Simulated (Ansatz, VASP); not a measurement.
# ZnAu in two plane-wave programs

Aim: how closely do two programs agree when they are given the same cell, functional and k mesh? The cell is taken from a series of runs on this material, whose earlier steps may have relaxed, scaled, displaced or heated it; both programs get it as it stands.

Program: Ansatz 0.2.0. Level of theory: plane waves, with VASP 6.6.1 beside it; zone-centre phonons at PBEsol. Results are calculated unless marked as measured.

## Step 1: Set-up

The structure is cubic, space group Pm-3m (No. 221). Conventional cell: a = 3.126 Å, b = 3.126 Å, c = 3.126 Å, α = 90.00°, β = 90.00°, γ = 90.00°. Nearest to Zn lie 8 Au at 2.71 Å. Nearest to Au lie 8 Zn at 2.71 Å. Farther neighbours are not listed.

Structure file:

```xyz
2
Lattice="3.1263 0.0000 0.0000 0.0000 3.1263 0.0000 0.0000 0.0000 3.1263" Properties=species:S:1:pos:R:3 pbc="T T T"
Zn    1.5632    1.5632    1.5632
Au    0.0000    0.0000    0.0000
```

## Step 2: VASP: zone-centre phonons, PBEsol

Second derivatives magnify differences that forces hide, and they need a tight electronic threshold.

Lines of VASP's logs that name or quote its potential files are left out, and so is its time.

File INCAR:

```
SYSTEM = ZnAu
PREC = Accurate
ENCUT = 500
EDIFF = 1E-08
NELM = 120
ISMEAR = 1
SIGMA = 0.2
LREAL = .FALSE.
ALGO = Normal
GGA = PS
NBANDS = 17
LASPH = .TRUE.
LORBIT = 11
LWAVE = .FALSE.
LCHARG = .FALSE.
ISIF = 2
IBRION = 8
GGA_COMPAT = .FALSE.
KPAR = 2
```

File POSCAR:

```
ZnAu
1.0
    3.1263106617      0.0000000000      0.0000000000
    0.0000000000      3.1263106617      0.0000000000
    0.0000000000      0.0000000000      3.1263106617
Zn Au
1 1
Direct
    0.5000000000      0.5000000000      0.5000000000
    0.0000000000      0.0000000000      0.0000000000
```

File KPOINTS:

```
Automatic mesh
0
Gamma
16 16 16
0 0 0
```

PAW data sets: Zn and Au (PBE family, release 64).

Launch:

```bash
mpirun -np 2 vasp_std
```

Numbers of over 12 decimals in the logs are rounded to 6 here.

The log of the run:

```text
[banner, memory and clock lines left out]
running    2 mpi-ranks, on    1 nodes
 distrk:  each k-point on    1 cores,    2 groups
 distr:  one band on    1 cores,    1 groups

 POSCAR found type information on POSCAR ZnAu
 POSCAR found :  2 types and       2 ions
|                                                                             |
|               ----> ADVICE to this user running VASP <----                  |
|                                                                             |
|     You enforced a specific xc type in the INCAR file but a different       |
|     [... a line on the potential file left out ...]
|     I HOPE YOU KNOW WHAT YOU ARE DOING!                                     |
|                                                                             |

 LDA part: xc-table for (Slater+PW92), standard interpolation
 POSCAR, INCAR and KPOINTS ok, starting setup
 FFT: planning ... GRIDC
 FFT: planning ... GRID_SOFT
 FFT: planning ... GRID
 WAVECAR not read
 entering main loop
       N       E                     dE             d eps       ncg     rms          rms(c)
DAV:   1     0.121610642774E+03    0.12161E+03   -0.11362E+04  5850   0.171E+03
DAV:   2    -0.210302251952E+01   -0.12371E+03   -0.11880E+03  5727   0.311E+02
DAV:   3    -0.649930614560E+01   -0.43963E+01   -0.43748E+01  6286   0.655E+01
DAV:   4    -0.653379817665E+01   -0.34492E-01   -0.34482E-01  6371   0.505E+00
DAV:   5    -0.653417055050E+01   -0.37237E-03   -0.37237E-03  6362   0.560E-01    0.922E+00
DAV:   6    -0.599461333194E+01    0.53956E+00   -0.16187E+00  5967   0.152E+01    0.560E+00
DAV:   7    -0.596460882460E+01    0.30005E-01   -0.39400E-02  7842   0.363E+00    0.297E+00
DAV:   8    -0.595449427276E+01    0.10115E-01   -0.77524E-03  6157   0.990E-01    0.120E-01
DAV:   9    -0.595451540825E+01   -0.21135E-04   -0.38470E-04  6672   0.251E-01    0.599E-02
DAV:  10    -0.595452171512E+01   -0.63069E-05   -0.26625E-05  7068   0.648E-02    0.187E-02
DAV:  11    -0.595452175375E+01   -0.38630E-07   -0.41250E-06  6497   0.320E-02    0.364E-03
DAV:  12    -0.595452169464E+01    0.59108E-07   -0.52628E-08  6784   0.584E-03    0.185E-03
DAV:  13    -0.595452164410E+01    0.50537E-07   -0.13632E-08  3148   0.189E-03    0.945E-05
DAV:  14    -0.595452164748E+01   -0.33774E-08   -0.23585E-09  2914   0.506E-04
   1 F= -.59545216E+01 E0= -.59545984E+01  d E =0.230296E-03
 Linear response reoptimize wavefunctions to high precision
DAV:   1    -0.595452164600E+01    0.14838E-08   -0.11803E-10  2981   0.170E-04
DAV:   2    -0.595452164601E+01   -0.16826E-10   -0.45345E-11  2904   0.673E-05
 Linear response DOF=           2
 Linear response progress:
  Degree of freedom:   1/  2
       N       E                     dE             d eps       ncg     rms          rms(c)
RMM:   1    -0.207676964617E+00   -0.20768E+00    0.20212E-02 20725   0.196E+00
RMM:   2    -0.208011853557E+00   -0.33489E-03   -0.49284E-04 20728   0.240E-01    0.446E-02
RMM:   3    -0.207797238363E+00    0.21462E-03   -0.41507E-05 23858   0.457E-02    0.247E-02
RMM:   4    -0.207575005621E+00    0.22223E-03   -0.22426E-05 24392   0.285E-02    0.591E-03
RMM:   5    -0.207506110844E+00    0.68895E-04   -0.13132E-06 24405   0.805E-03    0.837E-04
RMM:   6    -0.207503442843E+00    0.26680E-05   -0.88547E-08 25093   0.164E-03    0.313E-04
RMM:   7    -0.207504028748E+00   -0.58591E-06   -0.15819E-08 24893   0.568E-04    0.579E-05
RMM:   8    -0.207504009120E+00    0.19628E-07   -0.60525E-09 25411   0.196E-04    0.270E-05
RMM:   9    -0.207503933842E+00    0.75278E-07   -0.24595E-09 25558   0.954E-05    0.551E-06
RMM:  10    -0.207503924582E+00    0.92607E-08   -0.33523E-09 25155   0.510E-05    0.275E-06
 first order change of Fermi-energy  -0.61130E-05
 force on displaced ion       1 direction 1 :  -3.772  -0.000   0.000
 Linear response progress:
  Degree of freedom:   2/  2
       N       E                     dE             d eps       ncg     rms          rms(c)
RMM:   1    -0.285535326096E+00   -0.28554E+00   -0.26310E-01 23834   0.347E+00
RMM:   2    -0.282295585213E+00    0.32397E-02   -0.12961E-02 22017   0.854E-01    0.969E-02
RMM:   3    -0.282059131528E+00    0.23645E-03   -0.43364E-04 23529   0.173E-01    0.551E-02
RMM:   4    -0.282036403378E+00    0.22728E-04   -0.48227E-04 23578   0.127E-01    0.138E-02
RMM:   5    -0.282029893716E+00    0.65097E-05   -0.28161E-05 23001   0.349E-02    0.643E-03
RMM:   6    -0.282007084767E+00    0.22809E-04   -0.19335E-06 24333   0.967E-03    0.229E-03
RMM:   7    -0.281976529031E+00    0.30556E-04   -0.41205E-07 23107   0.384E-03    0.212E-04
RMM:   8    -0.281972043259E+00    0.44858E-05   -0.30452E-08 24554   0.876E-04    0.529E-05
RMM:   9    -0.281971492743E+00    0.55052E-06   -0.13746E-08 24895   0.282E-04    0.378E-05
RMM:  10    -0.281971092442E+00    0.40030E-06   -0.10557E-08 24786   0.132E-04    0.125E-05
RMM:  11    -0.281970992552E+00    0.99890E-07   -0.10248E-08 24787   0.847E-05    0.247E-06
RMM:  12    -0.281970984810E+00    0.77418E-08   -0.12566E-08 23663   0.566E-05    0.868E-07
 first order change of Fermi-energy   0.49827E-03
 force on displaced ion       2 direction 1 :  -3.842   0.000  -0.000
 Linear response finished
```

Parts of OUTCAR (step 2):

```text
ion  position               nearest neighbor table
   1  0.500  0.500  0.500-   2 2.71   2 2.71   2 2.71   2 2.71   2 2.71   2 2.71   2 2.71   2 2.71

  LATTYP: Found a simple cubic cell.
 ALAT       =     3.1263106617

 Subroutine GETGRP returns: Found 48 space group operations
 (whereof 48 operations were pure point group operations)

The static configuration has the point symmetry O_h .

 Found    165 irreducible k-points:

   k-points           NKPTS =    165   k-points in BZ     NKDIM =    165   number of bands    NBANDS=     17

   dimension x,y,z NGX =    24 NGY =   24 NGZ =   24
   dimension x,y,z NGXF=    48 NGYF=   48 NGZF=   48

   ENCUT  =  500.0 eV  36.75 Ry    6.06 a.u.   5.70  5.70  5.70*2*pi/ulx,y,z

   NELECT =      23.0000    total number of electrons

 k-points in reciprocal lattice and weights: Automatic mesh
   0.00000000  0.00000000  0.00000000       0.000
   0.06250000  0.00000000  0.00000000       0.001
   0.12500000  0.00000000  0.00000000       0.001
   0.18750000  0.00000000  0.00000000       0.001
   0.25000000  0.00000000  0.00000000       0.001
   0.31250000  0.00000000  0.00000000       0.001
   0.37500000  0.00000000  0.00000000       0.001
   0.43750000  0.00000000  0.00000000       0.001
   0.50000000  0.00000000  0.00000000       0.001
[...]
0.50000000  0.50000000  0.43750000       0.001
   0.50000000  0.50000000  0.50000000       0.000

 average (electrostatic) potential at core
       1 -32.4539       2 -66.9849

  Total        0.0801637      0.0801637      0.0801637      0.0000000      0.0000000     -0.0000000
  in kB        4.2033172      4.2033172      4.2033172      0.0000000      0.0000000     -0.0000000
  external PRESSURE =       4.2033172 kB  Pullay stress =       0.0000000 kB

  energy-cutoff  :      500.00
  volume of cell :       30.56
      direct lattice vectors                 reciprocal lattice vectors
     3.126310662  0.000000000  0.000000000     0.319865845  0.000000000  0.000000000
     0.000000000  3.126310662  0.000000000     0.000000000  0.319865845  0.000000000
     0.000000000  0.000000000  3.126310662     0.000000000  0.000000000  0.319865845

 POSITION                                       TOTAL-FORCE (eV/Angst)
 -----------------------------------------------------------------------------------
      1.56316      1.56316      1.56316         0.000000      0.000000      0.000000
      0.00000      0.00000      0.00000         0.000000      0.000000      0.000000
 -----------------------------------------------------------------------------------
    total drift:                                0.000000      0.000000     -0.000000

 Eigenvectors and eigenvalues of the dynamical matrix
 ----------------------------------------------------

   1 f  =    4.343413 THz    27.290467 2PiTHz  144.880653 cm-1    17.962904 meV
             X         Y         Z           dx          dy          dz
      1.563155  1.563155  1.563155     0.864473   -0.000000    0.000000
      0.000000  0.000000  0.000000    -0.502680    0.000000    0.000000

   2 f  =    4.343413 THz    27.290467 2PiTHz  144.880653 cm-1    17.962904 meV
             X         Y         Z           dx          dy          dz
      1.563155  1.563155  1.563155    -0.000000   -0.000000    0.864473
      0.000000  0.000000  0.000000    -0.000000   -0.000000   -0.502680

   3 f  =    4.343413 THz    27.290467 2PiTHz  144.880653 cm-1    17.962904 meV
             X         Y         Z           dx          dy          dz
      1.563155  1.563155  1.563155    -0.000000   -0.864473   -0.000000
      0.000000  0.000000  0.000000     0.000000    0.502680    0.000000

   4 f/i=    0.017258 THz     0.108435 2PiTHz    0.575664 cm-1     0.071373 meV
             X         Y         Z           dx          dy          dz
      1.563155  1.563155  1.563155     0.319760    0.381020   -0.072559
      0.000000  0.000000  0.000000     0.549900    0.655250   -0.124781

   5 f/i=    0.017258 THz     0.108435 2PiTHz    0.575664 cm-1     0.071373 meV
             X         Y         Z           dx          dy          dz
      1.563155  1.563155  1.563155    -0.298083    0.181236   -0.361921
      0.000000  0.000000  0.000000    -0.512623    0.311677   -0.622406

   6 f/i=    0.017258 THz     0.108435 2PiTHz    0.575664 cm-1     0.071373 meV
             X         Y         Z           dx          dy          dz
      1.563155  1.563155  1.563155     0.248167   -0.273248   -0.341226
      0.000000  0.000000  0.000000     0.426780   -0.469912   -0.586817

 ELASTIC MODULI CONTR FROM IONIC RELAXATION (kBar)
 Direction    XX          YY          ZZ          XY          YZ          ZX
 --------------------------------------------------------------------------------
 XX           0.0000      0.0000      0.0000      0.0000      0.0000      0.0000
 YY           0.0000      0.0000      0.0000      0.0000      0.0000      0.0000
 ZZ           0.0000      0.0000      0.0000      0.0000      0.0000      0.0000
 XY           0.0000      0.0000      0.0000      0.0000      0.0000      0.0000
 YZ           0.0000      0.0000      0.0000      0.0000      0.0000      0.0000
 ZX           0.0000      0.0000      0.0000      0.0000      0.0000      0.0000
 --------------------------------------------------------------------------------
```

## Step 3: Ansatz: zone-centre phonons, PBEsol

Ansatz runs on norm-conserving files, of PseudoDojo where its log says so.

The same cell, functional, mesh and smearing now go to Ansatz, which takes its cutoff from its data sets.

File input.yaml:

```yaml
crystal:
  lattice:
    - [3.1263106617, 0.0, 0.0]
    - [0.0, 3.1263106617, 0.0]
    - [0.0, 0.0, 3.1263106617]
  atoms:
    - { symbol: Zn, position: [0.5, 0.5, 0.5] }
    - { symbol: Au, position: [0.0, 0.0, 0.0] }
kpoints:
  mp_grid: { grid: [16, 16, 16] }
hamiltonian:
  xc: pbesol
  pseudopotentials: { kind: nc, accuracy: standard }
scf:
  occupations: { method: methfessel_paxton, width: 0.2 }
output:
  eigenvalues: true
phonons:
  method: dfpt
```

Launch:

```bash
ansatz run input.yaml --threads 4 --pin off --max-ram 7168MiB --backend cpu --events-out ev --progress --plain --runs-dir out
```

The log of the run:

```text
Engine: ansatz 0.2.0, aarch64-unknown-linux-gnu
Pseudopotentials: kind: nc
Pseudopotential: Zn, nc, valence charge 20, recommended cutoff 1142.878222 eV (normal), Zn.nc.azcp (PseudoDojo's, or run here from an input of PseudoDojo's; its table is named by hamiltonian.pseudopotentials.accuracy)
Pseudopotential: Au, nc, valence charge 19, recommended cutoff 1034.032677 eV (normal), Au.nc.azcp (PseudoDojo's, or run here from an input of PseudoDojo's; its table is named by hamiltonian.pseudopotentials.accuracy)
Functional definition: PBEsol
  exchange = pbesol_x
  correlation = pbesol_c
Crystal: 2 atoms, lattice volume = 30.556 Å³
Basis set: ecut = 1142.878222 eV, 2721 PW (Γ), exchange–correlation on 72×72×72 points (8 copies of the dense FFT grid, shifted against one another)
Bands: 24, of which v1, the nominal top of the filled ones, is band 20 counted from 1 (19 counted from 0)
Symmetry: 48 space group operations
k-points: 405 of 4096 (irreducible under 8 space group operations, time reversal used)
Non-local potential: Zn, projectors of the file, l = 0: 2, l = 1: 2, l = 2: 2
Non-local potential: Au, projectors of the file, l = 0: 2, l = 1: 2, l = 2: 2, l = 3: 1
Initial density: superposition of atomic densities (chi_scale 0.1, normalization cell, long waves kept (reshape's long-wave potential 0.00 eV rms))
Initial wavefunctions: pseudopotential atomic-orbital guess
Functional: x = pbesol(κ = 0.804, μ = 0.123457), c = pbesol(β = 0.046)
SCF iter   1: F=—  HF=-9701.743598 eV  |F-HF|=—  |Δ(HF+E_count)|=         —  Δρ=2.23e-1  dr2=1.92e1  ethr=3.10e-3  ⟨swp⟩=7.3  Hψ=48270  notcnv=0
preconditioner: auto → none  [metal: Δε(μ)=0.019 eV  Ē_g=13.498 eV  σ=0.200 eV  W_gap=0.08  n_scr=6 (ndim 8)  ℏωp=32.2 eV  f_vac=0.000  D(μ)=1.00/eV (n_scr^D=6)  sad-step TF]
SCF iter   2: F=—  HF=-9697.374069 eV  |F-HF|=—  |Δ(HF+E_count)|=    4.37e0  S|Δr|=    0.00e0  Δρ=5.48e-2  dr2=1.52e0  ethr=3.10e-3  ⟨swp⟩=4.5  Hψ=29246  notcnv=0  defer=69
SCF iter   3: F=—  HF=-9696.932450 eV  |F-HF|=—  |Δ(HF+E_count)|=   4.42e-1  S|Δr|=    0.00e0  Δρ=1.55e-2  dr2=2.76e-2  ethr=3.10e-3  ⟨swp⟩=3.2  Hψ=16634  notcnv=0  defer=91
SCF iter   4: F=—  HF=-9696.926574 eV  |F-HF|=—  |Δ(HF+E_count)|=   5.88e-3  S|Δr|=    0.00e0  Δρ=6.53e-3  dr2=7.48e-3  ethr=7.07e-5  ⟨swp⟩=2.1  Hψ=19539  notcnv=0  defer=91
SCF iter   5: F=—  HF=-9696.924165 eV  |F-HF|=—  |Δ(HF+E_count)|=   2.41e-3  S|Δr|=    0.00e0  Δρ=1.37e-3  dr2=3.06e-4  ethr=1.92e-5  ⟨swp⟩=2.3  Hψ=15573  notcnv=0  defer=91
SCF iter   6: F=—  HF=-9696.924111 eV  |F-HF|=—  |Δ(HF+E_count)|=   5.36e-5  S|Δr|=    0.00e0  Δρ=3.22e-4  dr2=4.19e-5  ethr=7.84e-7  ⟨swp⟩=2.1  Hψ=16381  notcnv=0  defer=91
SCF iter   7: F=—  HF=-9696.924102 eV  |F-HF|=—  |Δ(HF+E_count)|=   9.58e-6  S|Δr|=    0.00e0  Δρ=8.09e-5  dr2=2.94e-6  ethr=1.08e-7  ⟨swp⟩=2.1  Hψ=12221  notcnv=0  defer=91
SCF iter   8: F=—  HF=-9696.924099 eV  |F-HF|=—  |Δ(HF+E_count)|=   2.50e-6  S|Δr|=    0.00e0  Δρ=1.33e-5  dr2=6.64e-8  ethr=7.55e-9  ⟨swp⟩=2.0  Hψ=12744  notcnv=0  defer=91
SCF iter   9: F=—  HF=-9696.924099 eV  |F-HF|=—  |Δ(HF+E_count)|=   1.31e-8  S|Δr|=    0.00e0  Δρ=2.08e-6  dr2=6.10e-10  ethr=1.70e-10  ⟨swp⟩=2.1  Hψ=14679  notcnv=0  defer=91
SCF iter  10: F=-9696.924099 eV  HF=-9696.924099 eV  |F-HF|=1.09e-11  |Δ(HF+E_count)|=  1.75e-10  S|Δr|=    0.00e0  Δρ=2.24e-7  dr2=8.35e-12  ethr=1.00e-12  ⟨swp⟩=11.9  Hψ=80978  notcnv=0
SCF 1 converged in 10 iterations: F = -9696.924099 eV  dr2 = 8.35e-12
DFPT response loops at Γ: preconditioner auto → Kerker (q_TF=auto, 2.842 Å⁻¹) (partly filled bands, converged f_vac=0.000); β = 1.00, the filter's whole step (`scf.mixing.beta` (0.50) is not read by the response loops under this deck's `scf.mixing.preconditioner`; to damp them name `kerker` or `kerker_dos`, under which they read `scf.mixing.beta`, and type it under 1.00, their step now; both keys bind the ground state too); Broyden in place of MSR1
SCF converged after 10 iterations
Stability not checked: this state was not tested for a lower state beside it, because cold or Methfessel-Paxton smearing, or corrected tetrahedra, fill the levels in a way that the test cannot read (fill_not_monotonic; see scf.lower_state_search)
Free energy (F): -9696.924099 eV
Harris-Foulkes:  -9696.924099 eV  (|F-HF|=1.09e-11)
Internal energy: -9696.924348 eV  (E = F + TS)
E sigma→0 (E₀):  -9696.924161 eV
Entropy (-TS):   0.000249 eV (0.125 meV/atom)
Fermi energy:    19.284967 eV
--- Per-component energies (eV) ---
  E_band       = -679.782687
  E_kinetic    = 3666.239358
  E_local      = -7000.952022  (includes V_loc(G=0)·N_el)
  E_nonlocal   = -1240.219076
  E_hartree    = 2543.854073
  E_xc         = -1289.697487
  E_vxc        = -1192.559242  (∫ρ·V_xc dr)
  E_ewald      = -6376.149193
  E_smearing   = 0.000249  (= −TS)
  E_closure    = 0.000000  (closes the sum)
  Σ components = -9696.924099   (vs F -9696.924099, Δ=0.00e0)
--- Band table (eV; the first three rows and the last of 405) ---
  k-point 0: bands = [... 16 lower, 15.5561, 15.5561, 15.5561, 24.2682, 24.2682, 24.2682, 28.3706, 31.5120]
  k-point 1: bands = [... 16 lower, 15.4994, 15.4994, 15.5497, 23.6948, 24.4041, 24.4041, 28.7427, 31.4318]
  k-point 2: bands = [... 16 lower, 15.3434, 15.3434, 15.5312, 22.4753, 24.7974, 24.7974, 29.2859, 31.2089]
  k-point 404: bands = [... 16 lower, 16.2066, 16.2066, 20.7219, 22.9504, 23.0379, 23.0379, 23.0379, 25.2840]
--- Phonons (Γ-DFPT): 2 representative perturbations + reference, on 405 of 4096 k-points (Σ response iterations 7) ---
  k mesh reduced under 8 symmetry operations, with k and −k counted as one. Each operation leaves every solved perturbation unchanged. A smaller set is not used because it would not reduce the number of displacements times k-points to solve
  ASR residual: 2.739e-4 → 0.000e0 eV/Å²; symmetrization residual: 2.339e-5 eV/Å²
  ASR residual per site (eV/Å²): 2.74e-4 1.83e-4
  Γ frequencies (cm⁻¹): 0.00 0.00 0.00 143.92 143.92 143.92
  non-analytic LO–TO correction: not included (Born effective charges unavailable; polar crystals: no LO–TO splitting at Γ)
```

## Step 4: Comparison

Known differences besides the potentials themselves: the data sets hold 39 valence electrons in Ansatz (on norm-conserving files, of PseudoDojo where its log says so) and 23 in VASP; the cutoff is 1142.88 eV in Ansatz and 500 eV in VASP. Total energies have different zeros and are not compared.

Both answers:

```csv
quantity,Ansatz,VASP,difference
optical mode 1 to 3 (cm⁻¹),143.9,144.9,-0.66 %
```

Modes are paired by rising frequency, not by their patterns, so a pair may set unlike modes beside each other; they are those without the splitting of longitudinal modes.

## Step 5: What came out

| Quantity | Value |
| --- | --- |
| r.m.s. difference of the optical zone-centre modes, each program's sorted by frequency (zone-centre phonons, PBEsol) | 0.96 cm⁻¹ |
| difference in optical mode 1 to 3 (zone-centre phonons, PBEsol) | -0.7 % |

**Reading.** The r.m.s. difference of the optical zone-centre modes, each program's sorted by frequency is 0.96 cm⁻¹ (zone-centre phonons, PBEsol). The data sets hold unlike numbers of valence electrons (39 in Ansatz and 23 in VASP), so part of the differences comes from the potentials. Among the rows given in per cent, the largest difference of the zone-centre phonons, PBEsol pair is in optical mode 1 to 3, -0.7 %. How closely two codes agree says nothing of how well the functional describes the real material.

[Lines on the potential files, build, host, timing and source positions are cut from VASP's logs without a mark.]

[Logs are printed without paths, hosts, clocks, repeated set-up lines and the standing remarks that a program may print on its own settings, such as how far it seeks lower states.]

[Hosts, paths, dates, database ids (printed as entryN), source tags and the programs' standing remarks are cut or masked in the printed files.]
